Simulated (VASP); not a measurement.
Input of a VASP 6.6.1 run:

Contents of INCAR:

```
  PREC = Normal
  ENCUT = 520
  EDIFF = 1E-4
  ISMEAR = 0
  SIGMA = 0.15
  LREAL = F
  LASPH = T
  NELM = 60
  ALGO = Fast
  ISIF = 3
  LWAVE = F
  LCHARG = F
  GGA = PE
  IBRION = 2
  NSW = 24
  EDIFFG = -0.08
```

KPOINTS

```
Automatic mesh
0
Gamma
  3 3 3
```

POSCAR

```
In2GeO4
1.0
    5.4267349500      0.0000000000      0.0000000000
   -2.7133674700      4.6996903200      0.0000000000
    0.0000000000      0.0000000000      4.8502259200
In Ge O
2 1 4
Direct
    0.3333333300      0.6666666700      0.5000000000
    0.6666666700      0.3333333300      0.5000000000
    0.0000000000      0.0000000000      0.0000000000
    0.5000000000      0.0000000000      0.5000000000
    0.0000000000      0.5000000000      0.5000000000
    0.5000000000      0.5000000000      0.5000000000
    0.0000000000      0.0000000000      0.5000000000
```

Potentials or basis: VASP PAW PBE potentials, release 64 (In_d, Ge_d, O).

Run with:

```bash
$ cat potpaw_PBE.64/In_d/POTCAR potpaw_PBE.64/Ge_d/POTCAR potpaw_PBE.64/O/POTCAR > POTCAR
$ mpirun -np 1 vasp_std > vasp.out
```

Question: Predict the space group after relaxing (to 0.05 Å).

Answer: P6/mmm (No. 191).

Question: Predict the band gap on the k mesh.

Answer: None (metal or under the smearing width).

Question: Estimate the relaxed volume.

Answer: 21.47 Å³/atom.

Question: Predict the relaxed cell.

Answer: a = 6.719 Å, b = 6.719 Å, c = 3.844 Å, α = 90.00°, β = 90.00°, γ = 120.00°.

Final structure:
```yaml
crystal:
  lattice:
    - [6.71913, 0.00000, 0.00000]
    - [-3.35956, 5.81894, 0.00000]
    - [0.00000, 0.00000, 3.84412]
  atoms:
    - { symbol: In, position: [0.33333, 0.66667, 0.50000] }
    - { symbol: In, position: [0.66667, 0.33333, 0.50000] }
    - { symbol: Ge, position: [0.00000, 0.00000, 0.00000] }
    - { symbol: O, position: [0.50000, 0.00000, 0.50000] }
    - { symbol: O, position: [0.00000, 0.50000, 0.50000] }
    - { symbol: O, position: [0.50000, 0.50000, 0.50000] }
    - { symbol: O, position: [0.00000, 0.00000, 0.50000] }
```

Caveat: the k mesh is coarse (spacing up to 0.45 Å⁻¹), so the values aren't converged; the volume moved by over 15 % at a fixed basis, so the end points are rough.
